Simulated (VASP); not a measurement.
The cell holds one NaCl (rock salt) (100) slab, with vacuum along c, ions free to move until forces fall under 0.03 eV/Å, no reconstruction beyond this cell, dipole correction on. Ionisation potential and electron affinity count from the cell's own band edges, surface states included.

Given:

```yaml
crystal:
  lattice:
    - [4.01950, 0.00000, 0.00000]
    - [0.00000, 4.01950, 0.00000]
    - [0.00000, 0.00000, 26.48703]
  atoms:
    - { symbol: Na, position: [0.00000, 0.50000, 0.34130] }
    - { symbol: Na, position: [0.50000, 0.00000, 0.44522] }
    - { symbol: Na, position: [0.00000, 0.50000, 0.55478] }
    - { symbol: Na, position: [0.50000, 0.00000, 0.65870] }
    - { symbol: Cl, position: [0.00000, 0.50000, 0.44699] }
    - { symbol: Cl, position: [0.50000, 0.00000, 0.33691] }
    - { symbol: Cl, position: [0.00000, 0.50000, 0.66309] }
    - { symbol: Cl, position: [0.50000, 0.00000, 0.55301] }
```

Level of theory: PBE GGA, VASP's PBE PAW potentials (set 64) (plane waves; VASP 6.6.1). Run with 400 eV cut-off, 5×5×1 Γ-centred mesh, Gaussian smearing of 0.050 eV, potentials Na_pv Cl.

Slab and bulk use different k-meshes, so the surface energy is good to a few per cent at best.

```
Quantity                     Result
------------------------  ---------
surface energy            9 meV/Å^2
ionisation potential        6.74 eV
electron affinity           1.76 eV
band gap (on the k-mesh)    4.98 eV
```

The cell is a thin slab with vacuum, built from NaCl (rock salt): (100) face.
